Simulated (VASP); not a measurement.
Calculation: revTPSS meta-GGA, VASP's PBE PAW potentials (set 64) (plane waves; VASP).

VASP input:

### POSCAR
```
NaF
2.2751090
  0.0000000000   0.9999998370   0.9999998370
  0.9999998370   0.0000000000   0.9999998370
  0.9999998370   0.9999998370   0.0000000000
Na F
1 1
Cartesian
  0.0000000000   0.0000000000   0.0000000000
  0.9999998370   0.9999998370   0.9999998370
```

File KPOINTS:
```
Automatic
0
Gamma
 10 10 10
0 0 0
```

### INCAR
```
SYSTEM = NaF
PREC = Accurate
ENCUT = 520
EDIFF = 1E-7
NELM = 100
ALGO = Normal
LREAL = .FALSE.
LASPH = .TRUE.
ISMEAR = 0
SIGMA = 0.05
METAGGA = RTPSS
LMIXTAU = .TRUE.
LWAVE = .FALSE.
LCHARG = .FALSE.
ISIF = 2
```

POTCAR, in this order: Na_pv F (PBE.64 set). Program: vasp_std.

Question: What will the output report for the number of irreducible k-points (NKPTS), largest plane-wave count, number of space-group operations, FFT grid (NGX, NGY, NGZ)?

Answer: 
| Quantity | Result |
|---|---|
| number of irreducible k-points (NKPTS) | 47 |
| largest plane-wave count | 644 |
| number of space-group operations | 48 |
| FFT grid (NGX, NGY, NGZ) | 24 × 24 × 24 |

The compound is NaF in the rock salt structure. This cell is one point of a volume scan, at 0.94 of the reference volume.
